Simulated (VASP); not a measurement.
An input for Quantum ESPRESSO's pw.x (written as the equivalent of a VASP run, and not itself run):

```
&CONTROL
  calculation = 'scf'
  pseudo_dir = './pseudo'
  outdir = './out'
  tprnfor = .true.
  tstress = .true.
/
&SYSTEM
  ibrav = 0
  nat = 4
  ntyp = 2
  ecutwfc = 84
  occupations = 'smearing'
  smearing = 'gaussian'
  degauss = 0.01999
  input_dft = 'pbe'
  noncolin = .true.
  lspinorb = .true.
/
&ELECTRONS
  conv_thr = 7.3e-08
  electron_maxstep = 100
/
ATOMIC_SPECIES
  N 14.007 N.upf
  Ta 180.948 Ta.upf
CELL_PARAMETERS angstrom
     0.0000000    3.3966570    3.3966570
     3.3966570    0.0000000    3.3966570
     3.3966570    3.3966570    0.0000000
ATOMIC_POSITIONS crystal
  N    0.0000000  0.0000000  0.0000000
  Ta   0.5000000  0.5000000  0.5000000
  Ta   0.2500000  0.2500000  0.2500000
  Ta   0.7500000  0.7500000  0.7500000
K_POINTS automatic
  6 6 6 0 0 0
```

Q: Translate this input to VASP (INCAR, KPOINTS, POSCAR, choice of POTCAR).

A: This is not unique; one that fits is 
KPOINTS:
```
Regular mesh
0
Gamma
6 6 6
0 0 0
```

File POSCAR:
```
Ta3N
6.7933140
  0.0000000000   0.5000000000   0.5000000000
  0.5000000000   0.0000000000   0.5000000000
  0.5000000000   0.5000000000   0.0000000000
N Ta
1 3
Cart
  0.0000000000   0.0000000000   0.0000000000
  0.5000000000   0.5000000000   0.5000000000
  0.2500000000   0.2500000000   0.2500000000
  0.7500000000   0.7500000000   0.7500000000
```

INCAR:
```
# general
SYSTEM        = Ta3N
PREC          = Accurate
ENCUT         = 400
LREAL         = F
LASPH         = T

# electronic loop
EDIFF         = 1E-6
NELM          = 100
ALGO          = Normal
LMAXMIX       = 6

# smearing
ISMEAR        = 0
SIGMA         = 0.272

# functional
GGA           = PE
GGA_COMPAT    = F

# spin
MAGMOM        = 12*0.0
LSORBIT       = T
LNONCOLLINEAR = T

# ions
ISIF          = 2

# output
LWAVE         = F
LCHARG        = F
LORBIT        = 11
```

POTCAR, in this order: N Ta_pv (PBE.64 set). Program: vasp_ncl.

The two are equivalent in intent, not identical: the potentials are each code's own (VASP's PAW set, PseudoDojo norm-conserving files, fully relativistic, in pw.x), so ENCUT and ecutwfc are chosen apart and not converted; conv_thr bounds pw.x's estimated SCF error, while EDIFF bounds the energy change between steps.

The structure was generated: Ta3N was put into an ordered model structure, which need not be its known phase. The cell was not relaxed at this level. The run is one of a series of settings (GGA_COMPAT = .FALSE., LNONCOLLINEAR = .TRUE., LSORBIT = .TRUE., MAGMOM = 0.0 0.0 0.0 0.0 0.0 0.0 0.0 0.0 0.0 0.0 0.0 0.0, program vasp_ncl against the base run), some of them coarse on purpose.
